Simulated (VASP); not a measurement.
Here is the system:

```yaml
crystal:
  lattice:
    - [0.00000, 2.89618, 2.89618]
    - [2.89618, 0.00000, 2.89618]
    - [2.89618, 2.89618, 0.00000]
  atoms:
    - { symbol: Ga, position: [0.00000, 0.00000, 0.00000] }
    - { symbol: As, position: [0.25000, 0.25000, 0.25000] }
```

The numbers are results of revPBE GGA, VASP's PBE PAW potentials (set 64) (plane waves; VASP 6.6.1), not measurements. Settings: 520 eV cut-off, Gaussian smearing of 0.050 eV, potentials Ga_d As.

Estimate the band gap (along the path) with the smallest direct gap where there is one.

```json
{
 "band gap (along the path)": "0.08 eV",
 "smallest direct gap (along the path)": "0.08 eV"
}
```

Only differences to runs with the same potentials and settings are physical.

The compound is GaAs in the zinc blende structure. It was relaxed first, which changed the volume by +8 %.
